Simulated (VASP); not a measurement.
Here is a VASP 6.6.1 calculation.

Contents of INCAR:

```
  ALGO = Fast
  EDIFF = 1E-7
  ENCUT = 520
  GGA = PE
  ISIF = 2
  ISMEAR = 0
  LASPH = True
  LCHARG = False
  LREAL = False
  LWAVE = False
  NBANDS = 16
  NELM = 60
  PREC = Accurate
  SIGMA = 0.1
```

The input KPOINTS:

```
k-points
0
Gamma
  6 6 6
```

Contents of POSCAR:

```
TaTe
1.0
    3.3723679900      0.0000000000      0.0000000000
    0.0000000000      3.3723679900      0.0000000000
    0.0000000000      0.0000000000      3.3723679900
Ta Te
1 1
Direct
    0.5000000000      0.5000000000      0.5000000000
    0.0000000000      0.0000000000      0.0000000000
```

Potentials or basis: VASP PAW PBE potentials, release 64 (Ta_pv, Te).

Launch:

```bash
$ cat potpaw_PBE.64/Ta_pv/POTCAR potpaw_PBE.64/Te/POTCAR > POTCAR
$ mpirun -np 1 vasp_std > vasp.out
```

Predict the pressure.

6.8 GPa.

Predict the band gap on the k mesh.

none (metal or under the smearing width).

The run has no spin-orbit coupling, so splittings on Ta, Te are missing.
